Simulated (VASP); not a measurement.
Input:

```yaml
crystal:
  lattice:
    - [0.00000, 2.70649, 2.70649]
    - [2.70649, 0.00000, 2.70649]
    - [2.70649, 2.70649, 0.00000]
  atoms:
    - { symbol: Sr, position: [0.00000, 0.00000, 0.00000] }
    - { symbol: O, position: [0.50000, 0.50000, 0.50000] }
```

Method: PBE GGA, VASP's PBE PAW potentials (set 64) (plane waves; VASP). Run with 600 eV cut-off, 8×8×8 Γ-centred mesh, Gaussian smearing of 0.050 eV, potentials Sr_sv O.

**Question.** Give the stress tensor in GPa (positive for a compressed cell).

**Answer.** 
```
-7.70   0.00   0.00
 0.00  -7.70   0.00
 0.00   0.00  -7.70
```
The pressure is its mean diagonal, -7.70 GPa.

The compound is SrO in the rock salt structure. This cell was strained or had an atom moved on purpose.
